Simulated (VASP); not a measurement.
Consider the following.

```yaml
crystal:
  lattice:
    - [0.00000, 3.31930, 3.31930]
    - [3.31930, 0.00000, 3.31930]
    - [3.31930, 3.31930, 0.00000]
  atoms:
    - { symbol: Mo, position: [0.00000, 0.00000, 0.00000] }
    - { symbol: Te, position: [0.25000, 0.25000, 0.25000] }
    - { symbol: Te, position: [0.75000, 0.75000, 0.75000] }
```

Level of theory: r2SCAN meta-GGA, VASP's PBE PAW potentials (set 64) (plane waves; VASP 6.6.1). Settings: 400 eV cut-off, 9×9×9 Γ-centred mesh, tetrahedra with Blöchl corrections, potentials Mo_sv Te.

Task: Give the energies of bands 7 to 16 at the high-symmetry points, in eV from the Fermi level.

Result: 
| band | Γ | X | U | L | W |
|---|---|---|---|---|---|
| 7 | -5.24 | -6.99 | -6.58 | -4.31 | -6.37 |
| 8 | -5.24 | -4.97 | -4.99 | -4.31 | -6.00 |
| 9 | -5.24 | -4.97 | -4.64 | -3.37 | -3.24 |
| 10 | -0.75 | -1.78 | -2.42 | -2.71 | -3.24 |
| 11 | -0.75 | -1.78 | -1.69 | -2.71 | -1.70 |
| 12 | 0.14 | -0.83 | -0.28 | -2.35 | -0.31 |
| 13 | 0.14 | -0.15 | -0.01 | -0.43 | 0.20 |
| 14 | 0.14 | 1.49 | 1.24 | -0.43 | 1.85 |
| 15 | 3.46 | 2.43 | 1.61 | 1.50 | 1.85 |
| 16 | 3.46 | 3.96 | 3.28 | 3.39 | 1.88 |

It has no gap at this level: it comes out as a metal or semimetal.

The structure was generated: Te2Mo was put into the fluorite type (Fm-3m), which need not be its known phase. It was relaxed first.
